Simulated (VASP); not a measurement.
Ni:

```xyz
1
Lattice="0.0000 1.7756 1.7756 1.7756 0.0000 1.7756 1.7756 1.7756 0.0000" Properties=species:S:1:pos:R:3 pbc="T T T"
Ni    0.0000    0.0000    0.0000
```

```yaml
Program: VASP 6.6.1
Task: relaxation of cell and atoms
Functional: PBEsol
Potentials_or_basis: VASP PAW PBE potentials, release 64 (Ni)
Cutoff: 480 eV
k_mesh: 20 × 20 × 20
Occupations: gaussian, width 0.1 eV
Spin: collinear spin, ferromagnetic start
Starting_moments: "[1.0] μB"
```

At the start: pressure -14.3 GPa; volume 11.20 Å³/atom.

How do energy, volume and symmetry change on relaxing?

Over 6 steps the energy falls by 39.4 meV/atom and the volume is 10.38 Å³/atom (-7.3 %); space group Fm-3m (No. 225, to 0.05 Å); moment 0.62 μB per cell.

The path:
```csv
step,energy change (eV),largest force (eV/Å),pressure (GPa),volume (Å³)
1,0.0000,0.0000,-14.34,11.20
2,0.0027,0.0000,19.90,9.65
3,-0.0394,0.0000,-0.19,10.39
4,-0.0394,0.0000,0.17,10.37
5,-0.0394,0.0000,-0.17,10.39
6,-0.0394,0.0000,0.02,10.38
```

Final structure:
```
CELL_PARAMETERS angstrom
0.00000 1.73140 1.73140
1.73140 0.00000 1.73140
1.73140 1.73140 0.00000
ATOMIC_POSITIONS crystal
Ni 0.00000 0.00000 0.00000
```

Caveat: the PAW data sets were made with another functional, which shifts forces and pressure a little.
